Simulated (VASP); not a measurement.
The input files of a VASP run:

KPOINTS:
```
Automatic mesh
0
Gamma
7 7 7
0 0 0
```

**INCAR**
```
SYSTEM = TcSnO3
PREC = Accurate; ENCUT = 400; LREAL = .FALSE.
LASPH = .TRUE.
EDIFF = 1E-6; NELM = 100; ALGO = Normal
LMAXMIX = 4
ISMEAR = 0; SIGMA = 0.272
GGA = PS
IBRION = 2; NSW = 50; ISIF = 3
EDIFFG = -0.01
LWAVE = .FALSE.; LCHARG = .FALSE.
```

File POSCAR:
```
TcSnO3
1.0
  3.6649950000   0.0000000000   0.0000000000
  0.0000000000   3.6649950000   0.0000000000
  0.0000000000   0.0000000000   3.6649950000
Sn Tc O
1 1 3
direct
  0.0000000000   0.0000000000   0.0000000000
  0.5000000000   0.5000000000   0.5000000000
  0.0000000000   0.5000000000   0.5000000000
  0.5000000000   0.5000000000   0.0000000000
  0.5000000000   0.0000000000   0.5000000000
```

POTCAR, in this order: Sn_d Tc_pv O (PBE.64 set). Program: vasp_std.

Translate this PBEsol calculation to Quantum ESPRESSO's pw.x.

One equivalent input (not run):
```
&CONTROL
  calculation = 'vc-relax'
  pseudo_dir = './pseudo'
  outdir = './out'
  tprnfor = .true.
  tstress = .true.
  nstep = 50
  forc_conv_thr = 0.00039
/
&SYSTEM
  ibrav = 0
  nat = 5
  ntyp = 3
  ecutwfc = 84
  occupations = 'smearing'
  smearing = 'gaussian'
  degauss = 0.01999
  input_dft = 'pbesol'
/
&ELECTRONS
  conv_thr = 7.3e-08
  electron_maxstep = 100
/
&IONS
/
&CELL
/
ATOMIC_SPECIES
  Sn 118.710 Sn.upf
  Tc 97.907 Tc.upf
  O 15.999 O.upf
CELL_PARAMETERS angstrom
     3.6649950    0.0000000    0.0000000
     0.0000000    3.6649950    0.0000000
     0.0000000    0.0000000    3.6649950
ATOMIC_POSITIONS crystal
  Sn   0.0000000  0.0000000  0.0000000
  Tc   0.5000000  0.5000000  0.5000000
  O    0.0000000  0.5000000  0.5000000
  O    0.5000000  0.5000000  0.0000000
  O    0.5000000  0.0000000  0.5000000
K_POINTS automatic
  7 7 7 0 0 0
```
What does not carry over: the potentials are each code's own (VASP's PAW set, PseudoDojo norm-conserving files in pw.x), so ENCUT and ecutwfc are chosen apart and not converted; conv_thr bounds pw.x's estimated SCF error, while EDIFF bounds the energy change between steps; forc_conv_thr acts on force components and is met together with etot_conv_thr.

The structure was generated: TcSnO3 was put into an ordered model structure, which need not be its known phase. This run relaxes it. Symmetry was kept, so distortions that lower it aren't found. The run is one of a series of settings (EDIFFG = -0.01, IBRION = 2, ISIF = 3, NSW = 50 against the base run), some of them coarse on purpose.
